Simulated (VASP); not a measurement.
Calculation: HSE06 screened hybrid, VASP's PBE PAW potentials (set 64) (plane waves; VASP).

The input files of a VASP run:

### POSCAR
```
PSi62
1
   10.9370747000     0.0000000000     0.0000000000
    0.0000000000    10.9370747000     0.0000000000
    0.0000000000     0.0000000000    10.9370747000
Si P
62 1
Direct
  0.5005979613   0.9990730915   0.9992169754
  0.6260332160   0.1237397822   0.1243079371
  0.7502005319   0.2496605981   0.9995465407
  0.8760545148   0.3738661139   0.1242985136
  0.7508433076   0.9980247104   0.2484716590
  0.8753524710   0.1244711698   0.3724094863
  0.0001316895   0.9998283897   0.9993368770
  0.1267377968   0.1242298749   0.1242372772
  0.2524045741   0.2508452660   0.0016986449
  0.3798836198   0.3745510880   0.1303565231
  0.5006829474   0.4992577591   0.0018011821
  0.6253339969   0.6201920244   0.1301097977
  0.7490174581   0.7475196150   0.0016310722
  0.8756915817   0.8731254502   0.1241491572
  0.2515078600   0.9999508314   0.2503591005
  0.3763695689   0.1271976583   0.3751632265
  0.5069137141   0.2471546260   0.2523090616
  0.7525760872   0.4930302991   0.2521200286
  0.8725927536   0.6233750944   0.3750548216
  0.4990742293   0.0000904860   0.5001006808
  0.6236284357   0.1295917826   0.6197631732
  0.7492393495   0.2505154832   0.4909822918
  0.8701864352   0.3762076886   0.6196690491
  0.7493697079   0.0014997347   0.7475620295
  0.8744734721   0.1253359621   0.8736324653
  0.0008733346   0.4991715139   0.9991801135
  0.1260412391   0.6233800684   0.1267676989
  0.2493867354   0.7503946077   0.0020162059
  0.3763521179   0.8738609234   0.1267569065
  0.0017570784   0.2490234075   0.2484761294
  0.1243458824   0.3750890622   0.3751030868
  0.2530679446   0.4992286341   0.2540261668
  0.3755761178   0.6243471261   0.3842170768
  0.5005465985   0.7468838091   0.2539691215
  0.6246843516   0.8755441555   0.3750914083
  0.0002922268   0.9995085549   0.4998206137
  0.1255396154   0.1269074235   0.6240682293
  0.2521696224   0.2535933440   0.4996516450
  0.3762360658   0.3835255085   0.6231535450
  0.6163484774   0.6237179773   0.6232142032
  0.7462691655   0.7477185544   0.4996317611
  0.8729289771   0.8743690238   0.6241277612
  0.2494952475   0.0018647371   0.7513016571
  0.3761108200   0.1272849049   0.8746549229
  0.5002376221   0.2539368989   0.7473374012
  0.6248822706   0.3750224381   0.8755882102
  0.7459676383   0.4995885074   0.7473324991
  0.8726546550   0.6237353705   0.8746674454
  0.9998919868   0.7482250734   0.2503489651
  0.1249970522   0.8747902438   0.3746809298
  0.9996319093   0.5007581072   0.4999815019
  0.1229887672   0.6259042898   0.6269332817
  0.2484118939   0.7513430007   0.5033669982
  0.3738250453   0.8767823465   0.6269708964
  0.9982631972   0.2504238201   0.7474825382
  0.1252945490   0.3750598398   0.8742079981
  0.2496427911   0.5020041785   0.7513342300
  0.3741785924   0.6255760229   0.8779841227
  0.4977387763   0.7501987079   0.7514257692
  0.6246789619   0.8746314322   0.8743199429
  0.9979878334   0.7503954597   0.7512323031
  0.1246739767   0.8751599735   0.8752748994
  0.5020155824   0.4979343734   0.4975372422
```

### KPOINTS
```
Automatic
0
G
1 1 1
```

### INCAR
```
AEXX=0.25
ALGO=Normal
EDIFF=1E-5
ENCUT=400
GGA=PE
HFSCREEN=0.2
ISIF=0
ISMEAR=0
ISPIN=2
ISYM=0
LASPH=.TRUE.
LCHARG=.FALSE.
LHFCALC=.TRUE.
LORBIT=10
LREAL=Auto
LWAVE=.FALSE.
MAGMOM=63*0.0159
NELM=50
NELMIN=4
NUPDOWN=1
PREC=Normal
PRECFOCK=Fast
SIGMA=0.05
SYSTEM=PSi62
```

POTCAR, in this order: Si P (PBE.64 set). Program: vasp_gam. Read from the step before: WAVECAR.

The run wrote:

OSZICAR:
```
       N       E                     dE             d eps       ncg     rms          rms(c)
DAV:   1    -0.388086737333E+03   -0.38809E+03   -0.12501E+01   640   0.797E+00    0.191E+01
DAV:   2    -0.388212370843E+03   -0.12563E+00   -0.38378E-01   720   0.126E+00    0.124E+01
DAV:   3    -0.388210845391E+03    0.15255E-02   -0.53295E-02   712   0.308E-01    0.740E+00
DAV:   4    -0.388211342404E+03   -0.49701E-03   -0.23478E-02   704   0.165E-01    0.429E+00
DAV:   5    -0.388212414501E+03   -0.10721E-02   -0.11253E-02   728   0.114E-01    0.246E+00
DAV:   6    -0.388213322852E+03   -0.90835E-03   -0.56842E-03   720   0.841E-02    0.140E+00
DAV:   7    -0.388213932208E+03   -0.60936E-03   -0.26496E-03   720   0.557E-02    0.797E-01
DAV:   8    -0.388214258571E+03   -0.32636E-03   -0.11559E-03   728   0.352E-02    0.455E-01
DAV:   9    -0.388214425303E+03   -0.16673E-03   -0.53153E-04   720   0.235E-02    0.261E-01
DAV:  10    -0.388214508522E+03   -0.83219E-04   -0.24132E-04   688   0.160E-02    0.150E-01
DAV:  11    -0.388214548867E+03   -0.40344E-04   -0.10946E-04   624   0.112E-02    0.862E-02
DAV:  12    -0.388214568491E+03   -0.19624E-04   -0.49535E-05   592   0.788E-03    0.493E-02
DAV:  13    -0.388214577983E+03   -0.94929E-05   -0.21797E-05   456   0.543E-03
   1 F= -.38821458E+03 E0= -.38821458E+03  d E =-.176141E-11  mag=     1.0000
```

### OUTCAR
```
------------------------ aborting loop because EDIFF is reached ----------------------------------------
  volume of cell :     1308.29
      direct lattice vectors                 reciprocal lattice vectors
    10.937074700  0.000000000  0.000000000     0.091432127  0.000000000  0.000000000
     0.000000000 10.937074700  0.000000000     0.000000000  0.091432127  0.000000000
     0.000000000  0.000000000 10.937074700     0.000000000  0.000000000  0.091432127
 POSITION                                       TOTAL-FORCE (eV/Angst)
 -----------------------------------------------------------------------------------
      5.47508     10.92694     10.92851        -0.046727      0.046546      0.027455
      6.84697      1.35335      1.35957         0.040653     -0.028421      0.012041
      8.20500      2.73056     10.93212         0.008443     -0.008661      0.000685
      9.58147      4.08900      1.35946         0.033573     -0.045373      0.005401
      8.21203     10.91547      2.71755        -0.009402      0.018974      0.001740
      9.57380      1.36135      4.07307         0.033314     -0.034554     -0.049278
      0.00144     10.93520     10.92982        -0.030413      0.023464      0.006539
      1.38614      1.35871      1.35879         0.021080     -0.019273      0.000530
      2.76057      2.74351      0.01858        -0.009181     -0.009956     -0.000019
      4.15482      4.09649      1.42572         0.006944      0.006797     -0.020606
      5.47601      5.46042      0.01970        -0.046188      0.036373      0.019644
      6.83932      6.78309      1.42302        -0.010647     -0.009517     -0.003085
      8.19206      8.17568      0.01784         0.018951      0.013981     -0.006398
      9.57750      9.54944      1.35783         0.023728     -0.023938      0.008038
      2.75076     10.93654      2.73820        -0.010636      0.021090      0.020447
      4.11638      1.39117      4.10319         0.034051     -0.061245     -0.049475
      5.54415      2.70315      2.75952        -0.172590     -0.136782     -0.013452
      8.23098      5.39231      2.75746         0.130105      0.176669     -0.015669
      9.54361      6.81790      4.10200         0.057314     -0.023983     -0.046840
      5.45841      0.00099      5.46964        -0.037830      0.038230     -0.000230
      6.82067      1.41736      6.77840        -0.007242     -0.043719      0.017550
      8.19449      2.73991      5.36991         0.077288     -0.078387      0.063691
      9.51729      4.11461      6.77737         0.044538      0.007341      0.018118
      8.19591      0.01640      8.17614        -0.006676      0.032194      0.006508
      9.56418      1.37081      9.55498         0.021373     -0.020171     -0.014480
      0.00955      5.45948     10.92811        -0.048789      0.048498      0.025721
      1.37852      6.81795      1.38647         0.021732      0.002988      0.002879
      2.72756      8.20712      0.02205        -0.003309      0.005509      0.010682
      4.11619      9.55748      1.38635         0.000216     -0.021586     -0.002125
      0.01922      2.72359      2.71760        -0.018442      0.010878      0.003358
      1.35998      4.10238      4.10253         0.019074     -0.011491     -0.010559
      2.76782      5.46010      2.77830        -0.023239      0.031141     -0.006564
      4.10770      6.82853      4.20221         0.057149     -0.064476     -0.002000
      5.47452      8.16872      2.77768        -0.021545      0.018901     -0.013170
      6.83222      9.57589      4.10240         0.017136     -0.027106     -0.009283
      0.00320     10.93170      5.46658        -0.035723      0.039763      0.011375
      1.37304      1.38800      6.82548         0.015338     -0.021684      0.014978
      2.75800      2.77357      5.46473        -0.018461     -0.008840      0.008867
      4.11492      4.19465      6.81548         0.052460      0.015210     -0.021266
      6.74105      6.82165      6.81614        -0.013634     -0.056412     -0.018785
      8.16200      8.17785      5.46451         0.007319      0.016701      0.005079
      9.54729      9.56304      6.82613         0.018618     -0.021316      0.004701
      2.72875      0.02039      8.21704        -0.016896      0.025227     -0.017262
      4.11355      1.39212      9.56617         0.007694     -0.030144     -0.024039
      5.47114      2.77733      8.17368        -0.018564      0.000397     -0.001650
      6.83438      4.10165      9.57637         0.008684     -0.012422     -0.026073
      8.15870      5.46404      8.17363        -0.000509      0.027153     -0.001407
      9.54429      6.82184      9.56630         0.025955     -0.008027     -0.028463
     10.93589      8.18339      2.73809        -0.019473      0.019103      0.013703
      1.36710      9.56765      4.09791         0.006877     -0.007499     -0.026254
     10.93305      5.47683      5.46834        -0.025068      0.030303      0.003607
      1.34514      6.84556      6.85682         0.012834     -0.013297     -0.001812
      2.71690      8.21749      5.50536        -0.009875      0.013822      0.012831
      4.08855      9.58943      6.85723         0.017826     -0.017034      0.000118
     10.91808      2.73890      8.17527        -0.025927      0.003495      0.005745
      1.37036      4.10206      9.56128         0.005989     -0.045826     -0.010442
      2.73036      5.49046      8.21740        -0.012358      0.035768     -0.000598
      4.09242      6.84197      9.60258         0.027670     -0.022203     -0.012729
      5.44381      8.20498      8.21840        -0.033601      0.013414      0.000170
      6.83216      9.56591      9.56250         0.041357     -0.012813     -0.015739
     10.91507      8.20713      8.21628        -0.024207      0.008391     -0.010003
      1.36357      9.57169      9.57295         0.012023     -0.008653      0.004661
      5.49058      5.44595      5.44160        -0.170155      0.166491      0.142893
 -----------------------------------------------------------------------------------
    total drift:                                0.033036     -0.029925     -0.019635
  FREE ENERGIE OF THE ION-ELECTRON SYSTEM (eV)
  ---------------------------------------------------
  free  energy   TOTEN  =      -388.2145779834 eV

  energy  without entropy=     -388.2145779834  energy(sigma->0) =     -388.21457798

  exchange ACFDT corr.  =         0.00000000  see jH, gK, PRB 81, 115126

 total charge

# of ion       s       p       d       tot
------------------------------------------
    1        0.751   0.954   0.000   1.705
    2        0.749   0.965   0.000   1.713
    3        0.748   0.966   0.000   1.714
    4        0.749   0.965   0.000   1.713
    5        0.748   0.966   0.000   1.714
    6        0.749   0.963   0.000   1.712
    7        0.749   0.960   0.000   1.709
    8        0.747   0.965   0.000   1.712
    9        0.754   0.946   0.000   1.699
   10        0.751   0.945   0.000   1.696
   11        0.748   0.965   0.000   1.714
   12        0.751   0.945   0.000   1.696
   13        0.754   0.946   0.000   1.700
   14        0.747   0.964   0.000   1.712
   15        0.752   0.954   0.000   1.706
   16        0.749   0.957   0.000   1.707
   17        0.790   0.879   0.000   1.669
   18        0.790   0.879   0.000   1.669
   19        0.749   0.958   0.000   1.707
   20        0.749   0.965   0.000   1.714
   21        0.751   0.947   0.000   1.698
   22        0.787   0.860   0.000   1.647
   23        0.751   0.947   0.000   1.698
   24        0.754   0.944   0.000   1.698
   25        0.747   0.963   0.000   1.710
...
```
(Selected blocks of OUTCAR.)

The supercell is sampled at Γ alone, which is coarse: total energies, pressure and levels can be off, energies of defects by several tenths of an eV.

The cell is a supercell with a defect, built from Si (diamond): P_Si-vac_Si. The cell's shape comes from a PBE relaxation.
